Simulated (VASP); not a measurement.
Input:

```
CELL_PARAMETERS angstrom
      2.14466    -3.71466     0.00000
      2.14466     3.71466     0.00000
      0.00000     0.00000     6.96597
ATOMIC_POSITIONS crystal
  Cd 0.66667 0.33333 0.50000
  Cd 0.33333 0.66667 0.00000
  S  0.66667 0.33333 0.87700
  S  0.33333 0.66667 0.37700
```

Level of theory: revPBE GGA, VASP's PBE PAW potentials (set 64) (plane waves; VASP 6.6.1). Run with 520 eV cut-off, 6×6×4 Γ-centred mesh, Gaussian smearing of 0.050 eV, potentials Cd S.

**Question.** Give the stress tensor in GPa (positive for a compressed cell).

**Answer.** 
```
-1.34   0.00   0.00
 0.00  -1.34   0.00
 0.00   0.00  -1.26
```
The pressure is its mean diagonal, -1.31 GPa.

The compound is CdS in the wurtzite structure. This cell is one point of a volume scan, at 1.03 of the reference volume.
